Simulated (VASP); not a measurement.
Write the native input for VASP 6.6.1 that does the following.

```yaml
Task: relaxation of the atoms
Functional: PBE
Potentials_or_basis: VASP PAW PBE potentials, release 64 (Be, F)
Cutoff: 520 eV
k_mesh: 4 × 4 × 3
Occupations: gaussian, width 0.1 eV
Spin: no spin polarisation
Dipole_correction: no
Further_INCAR_settings: LREAL = Auto; ALGO = Fast; EDIFF = 1e-07; IBRION = 2; EDIFFG = -0.03; NSW = 80
```

The structure of Be16F (a cell with a defect) lies in POSCAR:

```
Be16F
1.0
   -2.2900000000     -3.9663960000      0.0000000000
    3.4350000000     -1.9831980000      0.0000000000
    0.0000000000      0.0000000000      7.1768600000
Be F
16 1
Direct
    0.7500000000      0.5000000000      0.0000000000
    0.5000000000      0.3333333000      0.2500000000
    0.7500000000      0.5000000000      0.5000000000
    0.5000000000      0.3333333000      0.7500000000
    0.5000000000      0.0000000000      0.0000000000
    0.2500000000      0.8333333000      0.2500000000
    0.5000000000      0.0000000000      0.5000000000
    0.2500000000      0.8333333000      0.7500000000
    0.2500000000      0.5000000000      0.0000000000
    0.0000000000      0.3333333000      0.2500000000
    0.2500000000      0.5000000000      0.5000000000
    0.0000000000      0.3333333000      0.7500000000
    0.0000000000      0.0000000000      0.0000000000
    0.7500000000      0.8333333000      0.2500000000
    0.0000000000      0.0000000000      0.5000000000
    0.7500000000      0.8333333000      0.7500000000
    0.0060579000      0.6488753000      0.6331070000
```

The cell was built by a generator and needn't be a form met in nature.

The input as run:

INCAR

```
SYSTEM = Be16F
ALGO     = Fast           ! electronic algorithm
EDIFF    = 1E-7           ! SCF threshold, eV
EDIFFG   = -0.03          ! ionic threshold
ENCUT    = 520            ! plane-wave cutoff, eV
GGA      = PE             ! functional
IBRION   = 2              ! ionic algorithm
ISIF     = 2              ! what is computed and relaxed
ISMEAR   = 0              ! smearing method
LASPH    = .TRUE.         ! aspherical terms in the spheres
LCHARG   = .FALSE.        ! write CHGCAR
LREAL    = Auto         
LWAVE    = .FALSE.        ! write WAVECAR
NELM     = 100            ! most SCF steps
NSW      = 80             ! ionic steps
PREC     = Accurate       ! precision mode
SIGMA    = 0.1            ! smearing width, eV
```

KPOINTS

```
k-points
0
G
  4 4 3
  0 0 0
```

Potentials or basis: VASP PAW PBE potentials, release 64 (Be, F).

The run is started by

```sh
$ cat potpaw_PBE.64/Be/POTCAR potpaw_PBE.64/F/POTCAR > POTCAR
$ mpirun -np 1 vasp_std > vasp.out
```

It gave:

| Item | Value |
| --- | --- |
| Energy gained by relaxing | 200.3 meV/atom |
| Ionic steps | 59 |
| Pressure after relaxing | 11.5 GPa |
| Largest force after relaxing | 0.028 eV/Å |
| Band gap on the k mesh | none (metal or under the smearing width) |

Caveat: the k mesh is coarse (spacing up to 0.40 Å⁻¹), so the values aren't converged; an odd number of electrons without spin polarisation forces a metal; a magnetic or distorted state may lie lower.

It took 66 min on 1 thread of Intel(R) Xeon(R) 6975P-C (Granite Rapids) (shared host), peak memory 0.28 GiB.
